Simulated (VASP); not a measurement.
Level of theory: PBE GGA with D3 dispersion (Becke-Johnson damping), VASP's PBE PAW potentials (set 64) (plane waves; VASP).

Input for VASP

**POSCAR**
```
Bi2Te3
1.0
  4.3833710160   0.0000000000   0.0000000000
 -2.1916855080   3.7961103849   0.0000000000
  0.0000000000   0.0000000000  30.4305077088
Bi Te
6 9
Cartesian
 -0.0000021917   2.5307415220   8.1189910900
 -0.0000021917   2.5307415220   2.0245317667
  0.0000000000   0.0000000000  18.2624835161
  2.1916855080   3.7961103849  12.1680241927
  2.1916876997   1.2653688629  28.4059759421
  2.1916876997   1.2653688629  22.3115166188
  0.0000000000   0.0000000000   0.0000000000
  2.1916876997   1.2653688629   3.7550617666
  4.3833710160   0.0000000000   6.3884306595
  2.1916876997   1.2653688629  10.1434924261
 -0.0000021917   2.5307415220  13.8985846232
  2.1916876997   1.2653688629  16.5319230856
 -0.0000021917   2.5307415220  20.2870152827
 -2.1916855080   3.7961103849  24.0420770493
 -0.0000021917   2.5307415220  26.6754459422
```

**INCAR**
```
SYSTEM  =  Bi2Te3
PREC  =  Accurate; ENCUT  =  480; LREAL  =  Auto
LASPH  =  .TRUE.
EDIFF  =  1E-6; NELM  =  100; ALGO  =  Normal
LMAXMIX  =  4
ISMEAR  =  0; SIGMA  =  0.05
GGA  =  PE; IVDW  =  12
IBRION  =  2; NSW  =  60; ISIF  =  3
EDIFFG  =  -0.02
LWAVE  =  .FALSE.; LCHARG  =  .FALSE.
```

**KPOINTS**
```
Automatic mesh
0
Gamma
5 5 1
0 0 0
```

POTCAR, in this order: Bi_d Te (PBE.64 set). Program: vasp_std.

Question: What will the output report for the number of irreducible k-points (NKPTS), largest plane-wave count, number of space-group operations, FFT grid (NGX, NGY, NGZ)?

Answer: 
- number of irreducible k-points (NKPTS): 5
- largest plane-wave count: 12114
- number of space-group operations: 12
- FFT grid (NGX, NGY, NGZ): 32 × 32 × 224

The compound is Bi2Te3 in the tetradymite structure. This run relaxes it. Symmetry was kept, so distortions that lower it aren't found. The start is the result of an earlier pass.
